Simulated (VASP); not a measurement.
Method: PBE GGA, VASP's PBE PAW potentials (set 64) (plane waves; VASP).

A VASP calculation is set up with these files.

**KPOINTS**
```
Automatic mesh
0
G
 6 6 6
```

INCAR:
```
SYSTEM=BaF2
PREC=Accurate; ENCUT=520; LREAL=.FALSE.
LASPH=.TRUE.
EDIFF=1E-6; NELM=100; ALGO=Normal
IMIX=1; AMIX=0.05; BMIX=1.0
LMAXMIX=4
ISMEAR=0; SIGMA=0.05
GGA=PE
ISIF=2
LWAVE=.FALSE.; LCHARG=.FALSE.
```

### POSCAR
```
BaF2
1
    0.0000000000     3.0367420000     3.0807170000
    3.1050970000     0.0000000000     3.0807170000
    3.1050970000     3.0367420000     0.0000000000
Ba F
1 2
Direct
  0.0000000000   0.0000000000   0.0000000000
  0.2500000000   0.2500000000   0.2500000000
  0.7458980000   0.7541020000   0.7541020000
```

POTCAR, in this order: Ba_sv F (PBE.64 set). Program: vasp_std.

Output of the run:

**OSZICAR**
```
...
DAV:  12    -0.173180872629E+02    0.84329E-01   -0.31768E-02  2304   0.130E+00    0.443E+00
DAV:  13    -0.172536943995E+02    0.64393E-01   -0.24338E-02  2480   0.111E+00    0.411E+00
DAV:  14    -0.172045450036E+02    0.49149E-01   -0.18306E-02  2448   0.953E-01    0.384E+00
DAV:  15    -0.171670008848E+02    0.37544E-01   -0.13697E-02  2520   0.813E-01    0.361E+00
DAV:  16    -0.171383037537E+02    0.28697E-01   -0.10326E-02  2480   0.702E-01    0.340E+00
DAV:  17    -0.171163629470E+02    0.21941E-01   -0.77291E-03  2576   0.602E-01    0.321E+00
DAV:  18    -0.170995867555E+02    0.16776E-01   -0.58255E-03  2568   0.518E-01    0.305E+00
DAV:  19    -0.170867619010E+02    0.12825E-01   -0.43545E-03  2672   0.448E-01    0.290E+00
DAV:  20    -0.170769687131E+02    0.97932E-02   -0.32867E-03  2656   0.388E-01    0.276E+00
DAV:  21    -0.170695090448E+02    0.74597E-02   -0.24455E-03  2688   0.334E-01    0.263E+00
DAV:  22    -0.170638523165E+02    0.56567E-02   -0.18616E-03  2768   0.291E-01    0.250E+00
DAV:  23    -0.170595931423E+02    0.42592E-02   -0.13948E-03  2752   0.255E-01    0.239E+00
DAV:  24    -0.170564212394E+02    0.31719E-02   -0.10696E-03  2832   0.224E-01    0.228E+00
DAV:  25    -0.170540994288E+02    0.23218E-02   -0.81308E-04  2856   0.198E-01    0.218E+00
DAV:  26    -0.170524438488E+02    0.16556E-02   -0.62506E-04  2848   0.175E-01    0.208E+00
DAV:  27    -0.170513128496E+02    0.11310E-02   -0.48232E-04  2848   0.156E-01    0.198E+00
DAV:  28    -0.170505960671E+02    0.71678E-03   -0.37547E-04  2840   0.142E-01    0.189E+00
DAV:  29    -0.170502074005E+02    0.38867E-03   -0.29622E-04  2848   0.129E-01    0.181E+00
DAV:  30    -0.170500791506E+02    0.12825E-03   -0.23605E-04  2912   0.118E-01    0.172E+00
DAV:  31    -0.170501571896E+02   -0.78039E-04   -0.18888E-04  2856   0.109E-01    0.164E+00
DAV:  32    -0.170503986364E+02   -0.24145E-03   -0.15523E-04  2984   0.102E-01    0.157E+00
DAV:  33    -0.170507689441E+02   -0.37031E-03   -0.12699E-04  2888   0.962E-02    0.150E+00
DAV:  34    -0.170512403444E+02   -0.47140E-03   -0.10708E-04  2984   0.912E-02    0.143E+00
DAV:  35    -0.170517902930E+02   -0.54995E-03   -0.89527E-05  2768   0.865E-02    0.136E+00
DAV:  36    -0.170524004206E+02   -0.61013E-03   -0.77637E-05  2936   0.820E-02    0.130E+00
DAV:  37    -0.170530554925E+02   -0.65507E-03   -0.65797E-05  2704   0.782E-02    0.123E+00
DAV:  38    -0.170537429891E+02   -0.68750E-03   -0.58362E-05  2680   0.744E-02    0.118E+00
DAV:  39    -0.170544526821E+02   -0.70969E-03   -0.51108E-05  2648   0.709E-02    0.112E+00
DAV:  40    -0.170551759536E+02   -0.72327E-03   -0.45365E-05  2584   0.679E-02    0.107E+00
DAV:  41    -0.170559057093E+02   -0.72976E-03   -0.40774E-05  2616   0.649E-02    0.102E+00
DAV:  42    -0.170566360655E+02   -0.73036E-03   -0.36711E-05  2528   0.625E-02    0.969E-01
DAV:  43    -0.170573621517E+02   -0.72609E-03   -0.33516E-05  2584   0.599E-02    0.923E-01
DAV:  44    -0.170580799800E+02   -0.71783E-03   -0.30527E-05  2472   0.577E-02    0.879E-01
DAV:  45    -0.170587862505E+02   -0.70627E-03   -0.28109E-05  2520   0.554E-02    0.837E-01
DAV:  46    -0.170594783044E+02   -0.69205E-03   -0.25858E-05  2456   0.534E-02    0.797E-01
DAV:  47    -0.170601539863E+02   -0.67568E-03   -0.23971E-05  2512   0.513E-02    0.759E-01
DAV:  48    -0.170608116039E+02   -0.65762E-03   -0.22168E-05  2432   0.495E-02    0.723E-01
DAV:  49    -0.170614498277E+02   -0.63822E-03   -0.20655E-05  2488   0.476E-02    0.689E-01
DAV:  50    -0.170620676721E+02   -0.61784E-03   -0.19190E-05  2416   0.459E-02    0.656E-01
DAV:  51    -0.170626644152E+02   -0.59674E-03   -0.17925E-05  2480   0.441E-02    0.624E-01
DAV:  52    -0.170632395862E+02   -0.57517E-03   -0.16709E-05  2416   0.425E-02    0.595E-01
DAV:  53    -0.170637929071E+02   -0.55332E-03   -0.15638E-05  2472   0.409E-02    0.566E-01
DAV:  54    -0.170643242833E+02   -0.53138E-03   -0.14608E-05  2416   0.394E-02    0.539E-01
DAV:  55    -0.170648337591E+02   -0.50948E-03   -0.13691E-05  2472   0.379E-02    0.514E-01
DAV:  56    -0.170653215101E+02   -0.48775E-03   -0.12809E-05  2400   0.365E-02    0.489E-01
DAV:  57    -0.170657878103E+02   -0.46630E-03   -0.12018E-05  2488   0.351E-02    0.466E-01
DAV:  58    -0.170662330262E+02   -0.44522E-03   -0.11253E-05  2400   0.338E-02    0.444E-01
DAV:  59    -0.170666575906E+02   -0.42456E-03   -0.10566E-05  2472   0.325E-02    0.423E-01
DAV:  60    -0.170670620000E+02   -0.40441E-03   -0.99010E-06  2400   0.313E-02    0.403E-01
DAV:  61    -0.170674467932E+02   -0.38479E-03   -0.92995E-06  2464   0.301E-02    0.383E-01
DAV:  62    -0.170678125496E+02   -0.36576E-03   -0.87176E-06  2376   0.290E-02    0.365E-01
DAV:  63    -0.170681598728E+02   -0.34732E-03   -0.81896E-06  2448   0.278E-02    0.348E-01
DAV:  64    -0.170684893901E+02   -0.32952E-03   -0.76798E-06  2376   0.268E-02    0.332E-01
DAV:  65    -0.170688017393E+02   -0.31235E-03   -0.72135E-06  2416   0.258E-02    0.316E-01
DAV:  66    -0.170690975683E+02   -0.29583E-03   -0.67668E-06  2384   0.248E-02    0.301E-01
DAV:  67    -0.170693775267E+02   -0.27996E-03   -0.63540E-06  2432   0.239E-02    0.287E-01
DAV:  68    -0.170696422632E+02   -0.26474E-03   -0.59597E-06  2368   0.230E-02    0.273E-01
DAV:  69    -0.170698924213E+02   -0.25016E-03   -0.55970E-06  2448   0.221E-02    0.261E-01
DAV:  70    -0.170701286373E+02   -0.23622E-03   -0.52479E-06  2384   0.213E-02    0.248E-01
DAV:  71    -0.170703515359E+02   -0.22290E-03   -0.49270E-06  2400   0.205E-02    0.237E-01
DAV:  72    -0.170705617306E+02   -0.21019E-03   -0.46199E-06  2400   0.197E-02    0.226E-01
DAV:  73    -0.170707598196E+02   -0.19809E-03   -0.43348E-06  2424   0.190E-02    0.215E-01
DAV:  74    -0.170709463859E+02   -0.18657E-03   -0.40633E-06  2352   0.182E-02    0.205E-01
DAV:  75    -0.170711219954E+02   -0.17561E-03   -0.38127E-06  2432   0.176E-02    0.196E-01
DAV:  76    -0.170712871966E+02   -0.16520E-03   -0.35713E-06  2360   0.169E-02    0.186E-01
DAV:  77    -0.170714425198E+02   -0.15532E-03   -0.33497E-06  2400   0.163E-02    0.178E-01
DAV:  78    -0.170715884767E+02   -0.14596E-03   -0.31368E-06  2392   0.157E-02    0.170E-01
DAV:  79    -0.170717255595E+02   -0.13708E-03   -0.29395E-06  2376   0.151E-02    0.162E-01
DAV:  80    -0.170718542400E+02   -0.12868E-03   -0.27335E-06  2208   0.145E-02    0.154E-01
DAV:  81    -0.170719749738E+02   -0.12073E-03   -0.26349E-06  2384   0.143E-02    0.147E-01
DAV:  82    -0.170720881989E+02   -0.11323E-03   -0.23997E-06  2192   0.135E-02    0.140E-01
DAV:  83    -0.170721943279E+02   -0.10613E-03   -0.22882E-06  2216   0.132E-02    0.134E-01
DAV:  84    -0.170722937654E+02   -0.99437E-04   -0.21171E-06  2168   0.126E-02    0.128E-01
DAV:  85    -0.170723868900E+02   -0.93125E-04   -0.19917E-06  2168   0.122E-02    0.122E-01
DAV:  86    -0.170724740628E+02   -0.87173E-04   -0.18420E-06  2104   0.117E-02    0.116E-01
DAV:  87    -0.170725556290E+02   -0.81566E-04   -0.17498E-06  2120   0.114E-02    0.111E-01
DAV:  88    -0.170726319178E+02   -0.76289E-04   -0.16233E-06  2072   0.109E-02    0.106E-01
DAV:  89    -0.170727032412E+02   -0.71323E-04   -0.15334E-06  2048   0.106E-02    0.101E-01
DAV:  90    -0.170727698964E+02   -0.66655E-04   -0.14228E-06  2008   0.102E-02    0.965E-02
DAV:  91    -0.170728321655E+02   -0.62269E-04   -0.13505E-06  2024   0.995E-03    0.922E-02
DAV:  92    -0.170728903151E+02   -0.58150E-04   -0.12479E-06  1992   0.953E-03    0.880E-02
DAV:  93    -0.170729445975E+02   -0.54282E-04   -0.11777E-06  1992   0.927E-03    0.840E-02
DAV:  94    -0.170729952526E+02   -0.50655E-04   -0.10983E-06  2000   0.893E-03    0.802E-02
DAV:  95    -0.170730425064E+02   -0.47254E-04   -0.10274E-06  1984   0.862E-03    0.766E-02
DAV:  96    -0.170730865722E+02   -0.44066E-04   -0.96066E-07  1984   0.832E-03    0.732E-02
DAV:  97    -0.170731276514E+02   -0.41079E-04   -0.88991E-07  1896   0.803E-03    0.699E-02
DAV:  98    -0.170731659348E+02   -0.38283E-04   -0.85507E-07  1960   0.782E-03    0.667E-02
DAV:  99    -0.170732016019E+02   -0.35667E-04   -0.77707E-07  1888   0.747E-03    0.638E-02
DAV: 100    -0.170732348212E+02   -0.33219E-04   -0.74257E-07  1888   0.729E-03
   1 F= -.17073235E+02 E0= -.17073235E+02  d E =-.583287E-15
```

**OUTCAR**
```
------------------------ aborting loop EDIFF was not reached (unconverged)  ----------------------------
  FORCE on cell =-STRESS in cart. coord.  units (eV):
  Direction    XX          YY          ZZ          XY          YZ          ZX
  --------------------------------------------------------------------------------------
  Total        1.3321853      1.7149593      1.4705907      0.0000000      0.0966942      0.0000000
  in kB       36.7375628     47.2932901     40.5543592      0.0000000      2.6665280      0.0000000
  external PRESSURE =      41.5284040 kB  Pullay stress =       0.0000000 kB
  volume of cell :       58.10
      direct lattice vectors                 reciprocal lattice vectors
     0.000000000  3.036742000  3.080717000    -0.161025565  0.164650142  0.162299880
     3.105097000  0.000000000  3.080717000     0.161025565 -0.164650142  0.162299880
     3.105097000  3.036742000  0.000000000     0.161025565  0.164650142 -0.162299880
 POSITION                                       TOTAL-FORCE (eV/Angst)
 -----------------------------------------------------------------------------------
      0.00000      0.00000      0.00000         0.057405      0.000000     -0.000000
      1.55255      1.51837      1.54036         0.030322     -0.000000      0.000000
      4.68312      4.55511      4.62108        -0.087727      0.000000      0.000000
 -----------------------------------------------------------------------------------
    total drift:                                0.000236     -0.000005     -0.000096
  FREE ENERGIE OF THE ION-ELECTRON SYSTEM (eV)
  ---------------------------------------------------
  free  energy   TOTEN  =       -17.0732348212 eV

  energy  without entropy=      -17.0732348212  energy(sigma->0) =      -17.07323482
```
(Selected blocks of OUTCAR.)

File stdout:
```
...
DAV:  81    -0.170719749738E+02   -0.12073E-03   -0.26349E-06  2384   0.143E-02    0.147E-01
DAV:  82    -0.170720881989E+02   -0.11323E-03   -0.23997E-06  2192   0.135E-02    0.140E-01
DAV:  83    -0.170721943279E+02   -0.10613E-03   -0.22882E-06  2216   0.132E-02    0.134E-01
DAV:  84    -0.170722937654E+02   -0.99437E-04   -0.21171E-06  2168   0.126E-02    0.128E-01
DAV:  85    -0.170723868900E+02   -0.93125E-04   -0.19917E-06  2168   0.122E-02    0.122E-01
DAV:  86    -0.170724740628E+02   -0.87173E-04   -0.18420E-06  2104   0.117E-02    0.116E-01
DAV:  87    -0.170725556290E+02   -0.81566E-04   -0.17498E-06  2120   0.114E-02    0.111E-01
DAV:  88    -0.170726319178E+02   -0.76289E-04   -0.16233E-06  2072   0.109E-02    0.106E-01
DAV:  89    -0.170727032412E+02   -0.71323E-04   -0.15334E-06  2048   0.106E-02    0.101E-01
DAV:  90    -0.170727698964E+02   -0.66655E-04   -0.14228E-06  2008   0.102E-02    0.965E-02
DAV:  91    -0.170728321655E+02   -0.62269E-04   -0.13505E-06  2024   0.995E-03    0.922E-02
DAV:  92    -0.170728903151E+02   -0.58150E-04   -0.12479E-06  1992   0.953E-03    0.880E-02
DAV:  93    -0.170729445975E+02   -0.54282E-04   -0.11777E-06  1992   0.927E-03    0.840E-02
DAV:  94    -0.170729952526E+02   -0.50655E-04   -0.10983E-06  2000   0.893E-03    0.802E-02
DAV:  95    -0.170730425064E+02   -0.47254E-04   -0.10274E-06  1984   0.862E-03    0.766E-02
DAV:  96    -0.170730865722E+02   -0.44066E-04   -0.96066E-07  1984   0.832E-03    0.732E-02
DAV:  97    -0.170731276514E+02   -0.41079E-04   -0.88991E-07  1896   0.803E-03    0.699E-02
DAV:  98    -0.170731659348E+02   -0.38283E-04   -0.85507E-07  1960   0.782E-03    0.667E-02
DAV:  99    -0.170732016019E+02   -0.35667E-04   -0.77707E-07  1888   0.747E-03    0.638E-02
DAV: 100    -0.170732348212E+02   -0.33219E-04   -0.74257E-07  1888   0.729E-03

 -----------------------------------------------------------------------------
|                                                                             |
|           W    W    AA    RRRRR   N    N  II  N    N   GGGG   !!!           |
|           W    W   A  A   R    R  NN   N  II  NN   N  G    G  !!!           |
|           W    W  A    A  R    R  N N  N  II  N N  N  G       !!!           |
|           W WW W  AAAAAA  RRRRR   N  N N  II  N  N N  G  GGG   !            |
|           WW  WW  A    A  R   R   N   NN  II  N   NN  G    G                |
|           W    W  A    A  R    R  N    N  II  N    N   GGGG   !!!           |
|                                                                             |
|     The electronic self-consistency was not achieved in the given           |
|     number of steps (NELM). The forces and other quantities evaluated       |
|     might not be reliable so examine the results carefully. If you find     |
|     spurious results, we suggest increasing NELM, if you were close to      |
|     convergence or switching to a different ALGO or adjusting the           |
|     density mixing parameters otherwise.                                    |
|                                                                             |
 -----------------------------------------------------------------------------

   1 F= -.17073235E+02 E0= -.17073235E+02  d E =-.583287E-15
```

Convergence was not reached.

The compound is BaF2 in the fluorite structure. The cell was not relaxed at this level, atoms are displaced from their ideal sites. The run is one of a series of settings (AMIX = 0.05, BMIX = 1.0, IMIX = 1 against the base run), some of them coarse on purpose.
